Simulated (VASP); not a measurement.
All values below come from r2SCAN meta-GGA, VASP's PBE PAW potentials (set 64) (plane waves; VASP).

Input for VASP

INCAR:
```
ALGO = Normal
EDIFF = 1E-7
ENCUT = 480
ISIF = 2
ISMEAR = 1
LASPH = T
LCHARG = F
LMAXMIX = 6
LMIXTAU = T
LREAL = F
LWAVE = F
METAGGA = R2SCAN
NELM = 100
PREC = Accurate
SIGMA = 0.1
SYSTEM = LuSe
```

**KPOINTS**
```
kpoints
0
G
  10 10 10
0 0 0
```

### POSCAR
```
LuSe
1
    0.0000000000     2.8112563500     2.8112563500
    2.8112563500     0.0000000000     2.8112563500
    2.8112563500     2.8112563500     0.0000000000
Lu Se
1 1
Direct
  0.0000000000   0.0000000000   0.0000000000
  0.5000000000   0.5000000000   0.5000000000
```

POTCAR, in this order: Lu_3 Se (PBE.64 set). Program: vasp_std.

What VASP printed:

OSZICAR:
```
       N       E                     dE             d eps       ncg     rms          rms(c)
DAV:   1     0.147957950513E+01    0.14796E+01   -0.67731E+03  1611   0.136E+03
DAV:   2    -0.546975490758E+02   -0.56177E+02   -0.52790E+02  1728   0.433E+02
DAV:   3    -0.577678611456E+02   -0.30703E+01   -0.30396E+01  1687   0.656E+01
DAV:   4    -0.578083487284E+02   -0.40488E-01   -0.39069E-01  1818   0.483E+00
DAV:   5    -0.578092680101E+02   -0.91928E-03   -0.85192E-03  1670   0.462E-01    0.222E+01
DAV:   6    -0.559436919209E+02    0.18656E+01   -0.10471E+00  1703   0.241E+01    0.122E+01
DAV:   7    -0.559740688222E+02   -0.30377E-01   -0.25400E-01  1708   0.618E+00    0.251E+00
DAV:   8    -0.559513744471E+02    0.22694E-01   -0.27537E-01  1688   0.817E+00    0.577E-01
DAV:   9    -0.559625505694E+02   -0.11176E-01   -0.29569E-01  1781   0.614E+00    0.120E+00
DAV:  10    -0.560010388644E+02   -0.38488E-01   -0.72491E-02  1750   0.294E+00    0.344E-01
DAV:  11    -0.560019209694E+02   -0.88210E-03   -0.72457E-03  1936   0.849E-01    0.123E-01
DAV:  12    -0.560018908520E+02    0.30117E-04   -0.10935E-03  1704   0.403E-01    0.667E-02
DAV:  13    -0.560028330624E+02   -0.94221E-03   -0.55885E-04  1658   0.233E-01    0.218E-02
DAV:  14    -0.560029439763E+02   -0.11091E-03   -0.21215E-04  1861   0.137E-01    0.163E-02
DAV:  15    -0.560029519040E+02   -0.79277E-05   -0.15596E-05  1744   0.495E-02    0.138E-02
DAV:  16    -0.560029699391E+02   -0.18035E-04   -0.62837E-06  1673   0.270E-02    0.238E-03
DAV:  17    -0.560029714836E+02   -0.15445E-05   -0.21865E-06  1622   0.147E-02    0.112E-03
DAV:  18    -0.560029719322E+02   -0.44864E-06   -0.32275E-07  1366   0.581E-03    0.123E-03
DAV:  19    -0.560029727415E+02   -0.80932E-06   -0.16957E-07  1243   0.434E-03    0.653E-04
DAV:  20    -0.560029727834E+02   -0.41834E-07   -0.13566E-08   748   0.425E-03
   1 F= -.56002973E+02 E0= -.56003138E+02  d E =0.496481E-03
```

### OUTCAR
```
------------------------ aborting loop because EDIFF is reached ----------------------------------------
  FORCE on cell =-STRESS in cart. coord.  units (eV):
  Direction    XX          YY          ZZ          XY          YZ          ZX
  --------------------------------------------------------------------------------------
  Total       -0.3847590     -0.3847590     -0.3847590     -0.0000000     -0.0000000     -0.0000000
  in kB      -13.8729250    -13.8729250    -13.8729250     -0.0000000     -0.0000000     -0.0000000
  external PRESSURE =     -13.8729250 kB  Pullay stress =       0.0000000 kB
  volume of cell :       44.44
      direct lattice vectors                 reciprocal lattice vectors
     0.000000000  2.811256350  2.811256350    -0.177856424  0.177856424  0.177856424
     2.811256350  0.000000000  2.811256350     0.177856424 -0.177856424  0.177856424
     2.811256350  2.811256350  0.000000000     0.177856424  0.177856424 -0.177856424
 POSITION                                       TOTAL-FORCE (eV/Angst)
 -----------------------------------------------------------------------------------
      0.00000      0.00000      0.00000        -0.000000     -0.000000     -0.000000
      2.81126      2.81126      2.81126         0.000000      0.000000      0.000000
 -----------------------------------------------------------------------------------
    total drift:                                0.000000      0.000000      0.000000
  FREE ENERGIE OF THE ION-ELECTRON SYSTEM (eV)
  ---------------------------------------------------
  free  energy   TOTEN  =       -56.0029727834 eV

  energy  without entropy=      -56.0034692646  energy(sigma->0) =      -56.00313828
```
(Selected blocks of OUTCAR.)

The structure comes from a computed database's LuSe entry (Fm-3m); how it stands against other phases isn't given here. This cell was strained or had an atom moved on purpose. The electron count is odd and the run is not spin-polarised, which forces a metal.
